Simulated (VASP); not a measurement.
Input:

```yaml
crystal:
  lattice:
    - [0.00000, 2.77092, 2.77092]
    - [2.77092, 0.00000, 2.77092]
    - [11.10628, 11.10628, -0.02260]
  atoms:
    - { symbol: In, position: [0.00234, 0.00234, 0.99824] }
    - { symbol: P, position: [0.23245, 0.23245, 0.07566] }
    - { symbol: P, position: [0.24465, 0.24465, 0.31652] }
    - { symbol: P, position: [0.25516, 0.25516, 0.55863] }
    - { symbol: P, position: [0.26561, 0.26561, 0.80079] }
    - { symbol: Ga, position: [0.98921, 0.98921, 0.25809] }
    - { symbol: Ga, position: [0.00005, 0.00005, 0.49997] }
    - { symbol: Ga, position: [0.01054, 0.01054, 0.74210] }
```

Computed with PBEsol GGA, VASP's PBE PAW potentials (set 64) (plane waves; VASP 6.6.1). Run with 400 eV cut-off, 8×8×2 Γ-centred mesh, tetrahedra with Blöchl corrections, potentials In_d P Ga_d.

The cores are frozen, which limits the accuracy of field gradients.

Problem. Give the principal components of the electric field gradient (V/Å²) and the asymmetry η at each nucleus.

Solution. 
```tsv
atom	Vxx	Vyy	Vzz	η
In1	-8.5	-8.5	17.1	0.00
P2	-10.5	-10.5	21.1	0.00
P3	3.5	3.5	-7.1	0.00
P4	3.9	3.9	-7.8	0.00
P5	0.7	0.7	-1.3	0.00
Ga6	1.7	1.7	-3.5	0.00
Ga7	4.8	4.8	-9.7	0.00
Ga8	5.1	5.1	-10.2	0.00
```

The structure was generated: Ga3InP4 was put into an ordered model structure (R3m), which need not be its known phase. It was relaxed first.
